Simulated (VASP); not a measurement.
A convergence study with VASP on AlN (space group no. 216 when undisturbed): one setting is varied, all else stays as given below, so the limit is that of these other settings. One atom is moved off its site, so that forces are finite.

```xyz
2
Lattice="0.0000 2.2010 2.2010 2.2010 0.0000 2.2010 2.2010 2.2010 0.0000" Properties=species:S:1:pos:R:3 pbc="T T T"
Al     0.0289     0.0289     0.0289
N      1.1005     1.1005     1.1005
```

The numbers are results of PBEsol GGA, VASP's PBE PAW potentials (set 64) (plane waves; VASP), not measurements. The tightest run used: 960 eV cut-off, 10×10×10 Γ-centred mesh, Fermi-Dirac smearing of 0.050 eV, potentials Al N.

Gaps are read on the run's mesh, which can miss a band edge.

Question: The settings run are ENCUT = 140; ENCUT = 160; ENCUT = 180; ENCUT = 200; ENCUT = 220; ENCUT = 240; ENCUT = 280; ENCUT = 320; ENCUT = 360; ENCUT = 440; ENCUT = 480; ENCUT = 540; ENCUT = 600; ENCUT = 700; ENCUT = 800; ENCUT = 960. From which on does the energy per atom stay within 0.005 eV/atom of the tightest run?

Answer: From ENCUT = 440 on: it is off by 0.0022 there and by no more than 0.005 in any finer run, while ENCUT = 360 is off by 0.0109.
```json
[
 {"setting": "ENCUT = 140", "E (eV/atom)": "-7.8563", "pressure (GPa)": "-132.15", "gap on the mesh (eV)": "1.140", "plane waves": "92", "difference judged (eV/atom)": "0.0581"},
 {"setting": "ENCUT = 160", "E (eV/atom)": "-7.8801", "pressure (GPa)": "-111.27", "gap on the mesh (eV)": "2.577", "plane waves": "113", "difference judged (eV/atom)": "0.0820"},
 {"setting": "ENCUT = 180", "E (eV/atom)": "-7.9423", "pressure (GPa)": "-91.51", "gap on the mesh (eV)": "2.679", "plane waves": "125", "difference judged (eV/atom)": "0.1441"},
 {"setting": "ENCUT = 200", "E (eV/atom)": "-7.8719", "pressure (GPa)": "-73.88", "gap on the mesh (eV)": "2.891", "plane waves": "144", "difference judged (eV/atom)": "0.0738"},
 {"setting": "ENCUT = 220", "E (eV/atom)": "-7.8063", "pressure (GPa)": "-59.60", "gap on the mesh (eV)": "2.999", "plane waves": "169", "difference judged (eV/atom)": "0.0082"},
 {"setting": "ENCUT = 240", "E (eV/atom)": "-7.7904", "pressure (GPa)": "-47.90", "gap on the mesh (eV)": "2.952", "plane waves": "190", "difference judged (eV/atom)": "0.0078"},
 {"setting": "ENCUT = 280", "E (eV/atom)": "-7.7604", "pressure (GPa)": "-29.55", "gap on the mesh (eV)": "3.062", "plane waves": "259", "difference judged (eV/atom)": "0.0378"},
 {"setting": "ENCUT = 320", "E (eV/atom)": "-7.7855", "pressure (GPa)": "-17.87", "gap on the mesh (eV)": "3.086", "plane waves": "291", "difference judged (eV/atom)": "0.0127"},
 {"setting": "ENCUT = 360", "E (eV/atom)": "-7.7872", "pressure (GPa)": "-10.75", "gap on the mesh (eV)": "3.104", "plane waves": "342", "difference judged (eV/atom)": "0.0109"},
 {"setting": "ENCUT = 440", "E (eV/atom)": "-7.7960", "pressure (GPa)": "-4.04", "gap on the mesh (eV)": "3.102", "plane waves": "459", "difference judged (eV/atom)": "0.0022"},
 {"setting": "ENCUT = 480", "E (eV/atom)": "-7.7953", "pressure (GPa)": "-3.13", "gap on the mesh (eV)": "3.102", "plane waves": "531", "difference judged (eV/atom)": "0.0028"},
 {"setting": "ENCUT = 540", "E (eV/atom)": "-7.7947", "pressure (GPa)": "-2.95", "gap on the mesh (eV)": "3.101", "plane waves": "620", "difference judged (eV/atom)": "0.0035"},
 {"setting": "ENCUT = 600", "E (eV/atom)": "-7.7955", "pressure (GPa)": "-3.07", "gap on the mesh (eV)": "3.102", "plane waves": "728", "difference judged (eV/atom)": "0.0027"},
 {"setting": "ENCUT = 700", "E (eV/atom)": "-7.7972", "pressure (GPa)": "-3.07", "gap on the mesh (eV)": "3.102", "plane waves": "934", "difference judged (eV/atom)": "0.0009"},
 {"setting": "ENCUT = 800", "E (eV/atom)": "-7.7980", "pressure (GPa)": "-2.92", "gap on the mesh (eV)": "3.102", "plane waves": "1109", "difference judged (eV/atom)": "0.0002"},
 {"setting": "ENCUT = 960", "E (eV/atom)": "-7.7982", "pressure (GPa)": "-2.82", "gap on the mesh (eV)": "3.102", "plane waves": "1459", "difference judged (eV/atom)": "0.0000"}
]
```

Left out are rungs that failed or repeat a setting and relaxations that didn't move; long series are thinned to 24 rows.

The structure is a typed AlN crystal (space group no. 216). The cell was not relaxed at this level, it is distorted from the ideal structure.
